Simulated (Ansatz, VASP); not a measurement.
## GaN in two plane-wave programs

Wanted: the spread between two codes on one cell, functional and k mesh. The cell is taken from a series of runs on this material, whose earlier steps may have relaxed, scaled, displaced or heated it; both programs get it as it stands.

Main program and level: Ansatz 0.2.0; plane waves, with VASP 6.6.1 beside it; zone-centre phonons at LDA.

## (1) Set-up

Symmetry: F-43m, No. 216, cubic system. Conventional cell: a = 4.455 Å, b = 4.455 Å, c = 4.455 Å, α = 90.00°, β = 90.00°, γ = 90.00°. Nearest to N lie 4 Ga at 1.93 Å. Nearest to Ga lie 4 N at 1.93 Å. Farther neighbours and most contacts between anions are not listed.

## (2) VASP: zone-centre phonons, LDA

Second derivatives magnify differences that forces hide, and they need a tight electronic threshold.

Lines of VASP's logs that name or quote its potential files are left out, and so is its time.

The input, INCAR:

```
SYSTEM = GaN
PREC = Accurate
ENCUT = 600
EDIFF = 1E-08
NELM = 120
ISMEAR = -1
SIGMA = 0.03
LREAL = .FALSE.
ALGO = Normal
GGA = CA
NELECT = 17.991157
NBANDS = 14
LORBIT = 11
LWAVE = .FALSE.
LCHARG = .FALSE.
ISIF = 2
IBRION = 8
LASPH = .TRUE.
GGA_COMPAT = .FALSE.
KPAR = 2
```

The input, POSCAR:

```
GaN
1.0
    0.0000000000      2.2276025184      2.2276025184
    2.2276025184      0.0000000000      2.2276025184
    2.2276025184      2.2276025184      0.0000000000
N Ga
1 1
Direct
    0.2500000000      0.2500000000      0.2500000000
    0.0000000000      0.0000000000      0.0000000000
```

The input, KPOINTS:

```
Automatic mesh
0
Gamma
30 30 30
0 0 0
```

The projector-augmented-wave data sets are N and Ga_d (LDA family, release 64).

Launch:

```
$ mpirun -np 2 vasp_std
```

Numbers of over 12 decimals in the logs are rounded to 6 here.

Log:

```text
[banner, memory and clock lines left out]
running    2 mpi-ranks, on    1 nodes
 distrk:  each k-point on    1 cores,    2 groups
 distr:  one band on    1 cores,    1 groups

 POSCAR found type information on POSCAR N Ga
 POSCAR found :  2 types and       2 ions
 LDA part: xc-table for (Slater(with rela. corr.)+CA(PZ))
 , standard interpolation
 POSCAR, INCAR and KPOINTS ok, starting setup
 FFT: planning ... GRIDC
 FFT: planning ... GRID_SOFT
 FFT: planning ... GRID
 WAVECAR not read
 entering main loop
       N       E                     dE             d eps       ncg     rms          rms(c)
DAV:   1     0.904917496343E+02    0.90492E+02   -0.96210E+03 22984   0.235E+03
DAV:   2    -0.912165360856E+01   -0.99613E+02   -0.93051E+02 24206   0.372E+02
DAV:   3    -0.159610458998E+02   -0.68394E+01   -0.67965E+01 23426   0.840E+01
DAV:   4    -0.160475970697E+02   -0.86551E-01   -0.86515E-01 23796   0.100E+01
DAV:   5    -0.160488095488E+02   -0.12125E-02   -0.12125E-02 23662   0.114E+00BRMIX: very serious problems
 the old and the new charge density differ
 old charge density:    18.00000 new   17.99116
BRMIX: very serious problems
 the old and the new charge density differ
 old charge density:    18.00000 new   17.99116
    0.757E+00
DAV:   6    -0.140463545234E+02    0.20025E+01   -0.53488E+00 31560   0.472E+01    0.264E+00
DAV:   7    -0.140197682120E+02    0.26586E-01   -0.27171E-01 22574   0.684E+00    0.167E+00
DAV:   8    -0.139952649810E+02    0.24503E-01   -0.71082E-02 22886   0.328E+00    0.684E-01
DAV:   9    -0.139919367657E+02    0.33282E-02   -0.13649E-02 28772   0.277E+00    0.190E-01
DAV:  10    -0.139919774043E+02   -0.40639E-04   -0.15675E-03 25544   0.618E-01    0.610E-02
DAV:  11    -0.139919279542E+02    0.49450E-04   -0.19233E-04 31174   0.279E-01    0.697E-03
DAV:  12    -0.139919294767E+02   -0.15225E-05   -0.15724E-05 21782   0.531E-02    0.146E-03
DAV:  13    -0.139919295107E+02   -0.34015E-07   -0.55696E-07 24940   0.123E-02    0.550E-04
DAV:  14    -0.139919295135E+02   -0.27726E-08   -0.22219E-08 20270   0.148E-03
   1 F= -.13991930E+02 E0= -.13991694E+02  d E =-.470110E-03
 Linear response reoptimize wavefunctions to high precision
DAV:   1    -0.139919295133E+02    0.14415E-09   -0.15065E-09 14566   0.494E-04
DAV:   2    -0.139919295134E+02   -0.32742E-10   -0.33680E-10 10942   0.178E-04
 Linear response DOF=           2
 Linear response progress:
  Degree of freedom:   1/  2
       N       E                     dE             d eps       ncg     rms          rms(c)
RMM:   1    -0.236106661489E+00   -0.23611E+00    0.90727E-02246099   0.433E+00
RMM:   2    -0.227113766407E+00    0.89929E-02   -0.92231E-03177430   0.113E+00    0.142E-01
RMM:   3    -0.228189120061E+00   -0.10754E-02   -0.16374E-03196962   0.372E-01    0.696E-02
RMM:   4    -0.229400764578E+00   -0.12116E-02   -0.38422E-04194048   0.147E-01    0.176E-02
RMM:   5    -0.229475625179E+00   -0.74861E-04   -0.12807E-05198912   0.340E-02    0.301E-03
RMM:   6    -0.229428914350E+00    0.46711E-04   -0.81469E-07193870   0.897E-03    0.118E-03
RMM:   7    -0.229423901609E+00    0.50127E-05   -0.52605E-08205601   0.228E-03    0.327E-04
RMM:   8    -0.229421539921E+00    0.23617E-05   -0.62551E-09202541   0.616E-04    0.316E-05
RMM:   9    -0.229421105889E+00    0.43403E-06   -0.90681E-10205637   0.175E-04    0.127E-05
RMM:  10    -0.229421271654E+00   -0.16576E-06   -0.34550E-10203352   0.639E-05    0.131E-06
RMM:  11    -0.229421259942E+00    0.11712E-07   -0.12361E-10202733   0.241E-05    0.445E-07
RMM:  12    -0.229421264708E+00   -0.47663E-08   -0.18701E-10181074   0.118E-05    0.199E-07
 first order change of Fermi-energy   0.18986E-03
 force on displaced ion       1 direction 1 : -13.016   0.000   0.000
 Linear response progress:
  Degree of freedom:   2/  2
       N       E                     dE             d eps       ncg     rms          rms(c)
RMM:   1    -0.163269696157E+00   -0.16327E+00    0.27104E-01135583   0.987E+00
RMM:   2    -0.161104842451E+00    0.21649E-02   -0.38232E-02204119   0.186E+00    0.608E-02
RMM:   3    -0.161318478669E+00   -0.21364E-03   -0.21764E-03204371   0.411E-01    0.360E-02
RMM:   4    -0.160974348782E+00    0.34413E-03   -0.15108E-04214335   0.120E-01    0.380E-03
RMM:   5    -0.160960799091E+00    0.13550E-04   -0.35866E-06217777   0.361E-02    0.199E-03
RMM:   6    -0.160951464459E+00    0.93346E-05    0.40129E-06217882   0.125E-02    0.396E-04
RMM:   7    -0.160951213032E+00    0.25143E-06    0.27442E-06221651   0.449E-03    0.179E-04
RMM:   8    -0.160951074157E+00    0.13887E-06    0.21103E-06221491   0.162E-03    0.301E-05
RMM:   9    -0.160951098161E+00   -0.24004E-07    0.91009E-07221996   0.623E-04    0.714E-06
RMM:  10    -0.160951056190E+00    0.41971E-07    0.65868E-07222249   0.257E-04    0.191E-06
RMM:  11    -0.160951088434E+00   -0.32244E-07    0.12676E-07221807   0.114E-04    0.125E-06
RMM:  12    -0.160951084146E+00    0.42883E-08    0.11468E-07222955   0.565E-05    0.491E-07
RMM:  13    -0.160951086230E+00   -0.20840E-08    0.40569E-08206189   0.304E-05    0.104E-07
 first order change of Fermi-energy  -0.92312E-05
 force on displaced ion       2 direction 1 : -13.000  -0.000  -0.000
 Linear response finished
```

OUTCAR, selected parts (step 2):

```text
NELECT = 17.991157

 ion  position               nearest neighbor table
   1  0.250  0.250  0.250-   2 1.93   2 1.93   2 1.93   2 1.93
   2  0.000  0.000  0.000-   1 1.93   1 1.93   1 1.93   1 1.93

  LATTYP: Found a face centered cubic cell.
 ALAT       =     4.4552050368

 Subroutine GETGRP returns: Found 24 space group operations
 (whereof 24 operations were pure point group operations)

The static configuration has the point symmetry T_d .

 Found    752 irreducible k-points:

   k-points           NKPTS =    752   k-points in BZ     NKDIM =    752   number of bands    NBANDS=     14

   dimension x,y,z NGX =    28 NGY =   28 NGZ =   28
   dimension x,y,z NGXF=    56 NGYF=   56 NGZF=   56

   ENCUT  =  600.0 eV  44.10 Ry    6.64 a.u.   6.29  6.29  6.29*2*pi/ulx,y,z

 k-points in reciprocal lattice and weights: Automatic mesh
   0.00000000  0.00000000  0.00000000       0.000
   0.03333333  0.00000000  0.00000000       0.000
   0.06666667  0.00000000  0.00000000       0.000
   0.10000000  0.00000000  0.00000000       0.000
   0.13333333  0.00000000  0.00000000       0.000
   0.16666667  0.00000000  0.00000000       0.000
   0.20000000  0.00000000  0.00000000       0.000
   0.23333333  0.00000000  0.00000000       0.000
   0.26666667  0.00000000  0.00000000       0.000
[...]
-0.26666667  0.46666667  0.23333333       0.001
  -0.26666667  0.50000000  0.23333333       0.000

 average (electrostatic) potential at core
       1 -61.6578       2 -64.3655

  Total        0.0413546      0.0413546      0.0413546      0.0000000      0.0000000      0.0000000
  in kB        2.9970316      2.9970316      2.9970316      0.0000000      0.0000000      0.0000000
  external PRESSURE =       2.9970316 kB  Pullay stress =       0.0000000 kB

  energy-cutoff  :      600.00
  volume of cell :       22.11
      direct lattice vectors                 reciprocal lattice vectors
     0.000000000  2.227602518  2.227602518    -0.224456561  0.224456561  0.224456561
     2.227602518  0.000000000  2.227602518     0.224456561 -0.224456561  0.224456561
     2.227602518  2.227602518  0.000000000     0.224456561  0.224456561 -0.224456561

 POSITION                                       TOTAL-FORCE (eV/Angst)
 -----------------------------------------------------------------------------------
      1.11380      1.11380      1.11380         0.000000      0.000000      0.000000
      0.00000      0.00000      0.00000        -0.000000     -0.000000     -0.000000
 -----------------------------------------------------------------------------------
    total drift:                               -0.000000     -0.000000      0.000000

 Eigenvectors and eigenvalues of the dynamical matrix
 ----------------------------------------------------

   1 f  =   16.515933 THz   103.772669 2PiTHz  550.912234 cm-1    68.304381 meV
             X         Y         Z           dx          dy          dz
      1.113801  1.113801  1.113801     0.000000   -0.912655    0.000000
      0.000000  0.000000  0.000000    -0.000000    0.408730    0.000000

   2 f  =   16.515933 THz   103.772669 2PiTHz  550.912234 cm-1    68.304381 meV
             X         Y         Z           dx          dy          dz
      1.113801  1.113801  1.113801     0.912655    0.000000    0.000000
      0.000000  0.000000  0.000000    -0.408730    0.000000    0.000000

   3 f  =   16.515933 THz   103.772669 2PiTHz  550.912234 cm-1    68.304381 meV
             X         Y         Z           dx          dy          dz
      1.113801  1.113801  1.113801    -0.000000    0.000000   -0.912655
      0.000000  0.000000  0.000000    -0.000000    0.000000    0.408730

   4 f/i=    0.003708 THz     0.023300 2PiTHz    0.123695 cm-1     0.015336 meV
             X         Y         Z           dx          dy          dz
      1.113801  1.113801  1.113801     0.302646    0.214715   -0.171356
      0.000000  0.000000  0.000000     0.675780    0.479439   -0.382622

   5 f/i=    0.003708 THz     0.023300 2PiTHz    0.123695 cm-1     0.015336 meV
             X         Y         Z           dx          dy          dz
      1.113801  1.113801  1.113801     0.274702   -0.234576    0.191241
      0.000000  0.000000  0.000000     0.613383   -0.523786    0.427023

   6 f/i=    0.003708 THz     0.023300 2PiTHz    0.123695 cm-1     0.015336 meV
             X         Y         Z           dx          dy          dz
      1.113801  1.113801  1.113801    -0.002120    0.256772    0.318000
      0.000000  0.000000  0.000000    -0.004733    0.573346    0.710064

 ELASTIC MODULI CONTR FROM IONIC RELAXATION (kBar)
 Direction    XX          YY          ZZ          XY          YZ          ZX
 --------------------------------------------------------------------------------
 XX          -0.0000      0.0000     -0.0000      0.0000      0.0000      0.0000
 YY           0.0000     -0.0000     -0.0000      0.0000     -0.0000     -0.0000
 ZZ          -0.0000     -0.0000     -0.0000      0.0000      0.0000     -0.0000
 XY           0.0000      0.0000      0.0000   -499.1931     -0.0000      0.0000
 YZ           0.0000     -0.0000      0.0000     -0.0000   -499.1931     -0.0000
 ZX           0.0000     -0.0000     -0.0000      0.0000     -0.0000   -499.1931
 --------------------------------------------------------------------------------
```

## (3) Ansatz: zone-centre phonons, LDA

Ansatz runs on its PAW soft_1 files.

The same cell, functional (in two slightly different forms), mesh and smearing now go to Ansatz, which takes its cutoff from its data sets.

The input, input.yaml:

```yaml
crystal:
  lattice:
    - [0.0, 2.2276025184, 2.2276025184]
    - [2.2276025184, 0.0, 2.2276025184]
    - [2.2276025184, 2.2276025184, 0.0]
  atoms:
    - { symbol: "N", position: [0.25, 0.25, 0.25] }
    - { symbol: Ga, position: [0.0, 0.0, 0.0] }
total_charge: 0.008843
kpoints:
  mp_grid: { grid: [30, 30, 30] }
hamiltonian:
  xc: lda
  pseudopotentials: { kind: paw, azcp: { folder: soft_1 }, xc_functional: pbe }
scf:
  occupations: { method: fermi_dirac, width: 0.03 }
output:
  eigenvalues: true
phonons:
  method: dfpt
```

Launch:

```
$ ansatz run input.yaml --threads 8 --pin off --max-ram 16384MiB --backend cpu --events-out ev --progress --plain --runs-dir out
```

Log:

```text
zone centre: on kpoints.mp_grid the ground state, and the responses unless they are solved on pairs of k-points, stand on 1992 of the mesh's 27000 k-points, reduced under 8 symmetry operations, with k and −k counted as one. Each operation leaves every solved displacement unchanged or reverses it
Engine: ansatz 0.2.0, aarch64-unknown-linux-gnu
Pseudopotentials: kind: paw
Pseudopotential: N, paw, valence charge 5, recommended cutoff 420 eV (normal), soft_1/N.paw.azcp
Pseudopotential: Ga, paw, valence charge 13, recommended cutoff 420 eV (normal), soft_1/Ga.paw.azcp
Functional definition: SPW92
  exchange = slater_x
  correlation = pw_c
Crystal: 2 atoms, lattice volume = 22.108 Å³
Basis set: ecut = 420 eV, 411 PW (Γ), exchange–correlation on 48×48×48 points (8 copies of the dense FFT grid, shifted against one another)
Bands: 13, of which v1, the nominal top of the filled ones, is band 9 counted from 1 (8 counted from 0)
Symmetry: 24 space group operations
k-points: 1992 of 27000 (irreducible under 8 space group operations, time reversal used)
Non-local potential: N, projectors of the file, l = 0: 2, l = 1: 2, l = 2: 1
Non-local potential: Ga, projectors of the file, l = 0: 2, l = 1: 2, l = 2: 3, l = 3: 1
PAW form: soft (Blöchl's): semilocal exchange-correlation on the pseudo side does not see the compensation charge
PAW frozen core: N, regenerated for the run's functional, and the local potential with it (the file was generated under x = pbe(κ = 0.804, μ = 0.219515), c = pbe(β = 0.066725))
PAW frozen core: Ga, regenerated for the run's functional, and the local potential with it (the file was generated under x = pbe(κ = 0.804, μ = 0.219515), c = pbe(β = 0.066725))
PAW one-centre angular grid: N, 110 points (default); XC on 64 Gauss nodes
PAW one-centre angular grid: Ga, 590 points (default); XC on 64 Gauss nodes
Initial density: superposition of atomic densities (chi_scale 0.1, normalization cell, long waves kept (reshape's long-wave potential 0.00 eV rms))
Initial wavefunctions: pseudopotential atomic-orbital guess
Functional: x = slater, c = lda
SCF iter   1: F=—  HF=-4082.826524 eV  |F-HF|=—  |Δ(HF+E_count)|=         —  Δρ=1.08e-1  dr2=2.22e0  ethr=3.10e-3  ⟨swp⟩=4.7  Hψ=132409  notcnv=0
preconditioner: auto → none  [metal: Δε(μ)=0.008 eV  Ē_g=19.359 eV  σ=0.030 eV  W_gap=0.07  n_scr=8 (ndim 8)  ℏωp=33.5 eV  f_vac=0.000  D(μ)=0.18/eV (n_scr^D=0)  sad-step TF]
SCF iter   2: F=—  HF=-4082.480997 eV  |F-HF|=—  |Δ(HF+E_count)|=   3.46e-1  Δρ=6.67e-2  dr2=9.88e-1  ethr=3.10e-3  ⟨swp⟩=2.0  Hψ=49783  notcnv=0
SCF iter   3: F=—  HF=-4082.196413 eV  |F-HF|=—  |Δ(HF+E_count)|=   2.85e-1  Δρ=1.15e-2  dr2=1.75e-2  ethr=3.10e-3  ⟨swp⟩=2.4  Hψ=44457  notcnv=0
SCF iter   4: F=—  HF=-4082.174420 eV  |F-HF|=—  |Δ(HF+E_count)|=   2.20e-2  Δρ=5.44e-3  dr2=2.89e-3  ethr=9.70e-5  ⟨swp⟩=2.4  Hψ=67193  notcnv=0
SCF iter   5: F=—  HF=-4082.174374 eV  |F-HF|=—  |Δ(HF+E_count)|=   4.58e-5  Δρ=1.10e-3  dr2=1.12e-4  ethr=1.61e-5  ⟨swp⟩=2.0  Hψ=50617  notcnv=0
SCF iter   6: F=—  HF=-4082.174384 eV  |F-HF|=—  |Δ(HF+E_count)|=   9.87e-6  Δρ=7.69e-5  dr2=8.43e-7  ethr=6.25e-7  ⟨swp⟩=2.0  Hψ=37577  notcnv=0
SCF iter   7: F=—  HF=-4082.174384 eV  |F-HF|=—  |Δ(HF+E_count)|=   1.98e-7  Δρ=7.24e-6  dr2=4.48e-9  ethr=4.68e-9  ⟨swp⟩=2.9  Hψ=44587  notcnv=0
SCF iter   8: F=—  HF=-4082.174384 eV  |F-HF|=—  |Δ(HF+E_count)|=   1.06e-9  Δρ=7.45e-7  dr2=4.21e-11  ethr=2.49e-11  ⟨swp⟩=2.1  Hψ=40286  notcnv=0
SCF iter   9: F=-4082.174384 eV  HF=-4082.174384 eV  |F-HF|=4.55e-13  |Δ(HF+E_count)|=  1.00e-11  Δρ=6.50e-8  dr2=4.73e-13  ethr=1.00e-12  ⟨swp⟩=5.0  Hψ=97494  notcnv=0
the search or the solves at the SCF's close seem to have found levels that the self-consistency loop had missed (the run counts 4). By its estimate they hold under 1e-12 electrons; where the run keeps them, the occupations were computed again with them
SCF 1 converged in 9 iterations: F = -4082.174384 eV  dr2 = 4.73e-13
  greatest PAW one-centre occupation: 0.996 electrons in one spin orbital (limit 2), on the Ga atom at site 1 (counted from 0), in its partial waves of l = 2
DFPT response loops at Γ: preconditioner auto → Kerker (q_TF=auto, 2.636 Å⁻¹) (partly filled bands, converged f_vac=0.000); β = 1.00, the filter's whole step (`scf.mixing.beta` (0.50) is not read by the response loops under this deck's `scf.mixing.preconditioner`; to damp them name `kerker` or `kerker_dos`, under which they read `scf.mixing.beta`, and type it under 1.00, their step now; both keys bind the ground state too); Broyden in place of MSR1
SCF converged after 9 iterations
Free energy (F): -4082.174384 eV
Harris-Foulkes:  -4082.174384 eV  (|F-HF|=4.55e-13)
Internal energy: -4082.173915 eV  (E = F + TS)
E sigma→0 (E₀):  -4082.174149 eV
Entropy (-TS):   -0.000469 eV (-0.235 meV/atom)
Fermi energy:    9.740060 eV
--- Per-component energies (eV) ---
  E_band       = -4.936127
  E_kinetic    = 241.614822
  E_local      = -1390.136181  (includes V_loc(G=0)·N_el)
  E_nonlocal   = -51.806206
  E_hartree    = 883.260913
  E_xc         = -121.743652
  E_vxc        = -131.306011  (∫ρ·V_xc dr)
  E_paw        = -2039.282313  (= ΣΔE_a)
  E_vpaw       = -439.824996  (= ΣTr[D̂ρ^β])
  E_aug_tail   = 0.000638  (compensation charges beyond the density's cutoff)
  E_ewald      = -1605.890460
  E_core_change = 1.808525  (= ΣΔE_core)
  E_smearing   = -0.000469  (= −TS)
  E_closure    = -0.000000  (closes the sum)
  E_deformation_potential = 0.164617  (in the stress; not in F)
  Σ components = -4082.174384   (vs F -4082.174384, Δ=0.00e0)
--- Band table (eV; the first three rows and the last of 1992) ---
  k-point 0: bands = [... 5 lower, -3.4684, 9.7955, 9.7955, 9.7955, 11.7654, 20.1510, 20.1510, 20.1510]
  k-point 1: bands = [... 5 lower, -3.4686, 9.6344, 9.7824, 9.7824, 11.8965, 20.0841, 20.1721, 20.1721]
  k-point 2: bands = [... 5 lower, -3.4692, 9.2371, 9.7437, 9.7437, 12.2048, 19.9017, 20.2322, 20.2322]
  k-point 1991: bands = [... 5 lower, -1.2805, 3.8837, 5.9210, 5.9491, 15.9471, 18.3513, 20.2889, 20.8745]
--- Phonons (Γ-DFPT): 2 representative perturbations + reference, on 1992 of 27000 k-points (Σ response iterations 6) ---
  k mesh reduced under 8 symmetry operations, with k and −k counted as one. Each operation leaves every solved displacement unchanged or reverses it
  ASR residual: 3.925e-5 → 0.000e0 eV/Å²; symmetrization residual: 1.371e-6 eV/Å²
  ASR residual per site (eV/Å²): 3.27e-5 3.92e-5
  Γ frequencies (cm⁻¹): 0.00 0.00 0.00 545.66 545.66 545.66
  non-analytic LO–TO correction: not included (Born effective charges unavailable; polar crystals: no LO–TO splitting at Γ)
```

## (4) Side by side

Known differences besides the potentials themselves: the two LDA forms differ slightly; the cutoff is 420 eV in Ansatz and 600 eV in VASP; VASP's log shows a relativistic correction to its local exchange, Ansatz's none. Total energies have different zeros and are not compared.

The two programs side by side:

```tsv
quantity	Ansatz	VASP	difference
optical mode 1 to 3 (cm⁻¹)	545.7	550.9	-0.95 %
```

Modes are paired by rising frequency, not by their patterns, so a pair may set unlike modes beside each other; they are those without the splitting of longitudinal modes. The cell carries a charge of +0.008843 e against a uniform background, so its pressure also hangs on how the neutralising background is counted, and in a defect's cell a gap may be the spacing between its levels.

## (5) What came out

| Item | Value |
| --- | --- |
| r.m.s. difference of the optical zone-centre modes, each program's sorted by frequency (zone-centre phonons, LDA) | 5.3 cm⁻¹ |
| difference in optical mode 1 to 3 (zone-centre phonons, LDA) | -1.0 % |

The r.m.s. difference of the optical zone-centre modes, each program's sorted by frequency is 5.3 cm⁻¹ (zone-centre phonons, LDA). Among the rows given in per cent, the largest difference of the zone-centre phonons, LDA pair is in optical mode 1 to 3, -1.0 %. Such differences can come from data sets, numerical settings and the points named under the comparisons, not from the functional's error against experiment.

[Lines on the potential files, build, host, timing and source positions are cut from VASP's logs without a mark.]

[Logs are printed without paths, hosts, clocks, repeated set-up lines and the standing remarks that a program may print on its own settings, such as how far it seeks lower states.]

[Hosts, paths, dates, database ids (printed as entryN), source tags and the programs' standing remarks are cut or masked in the printed files.]
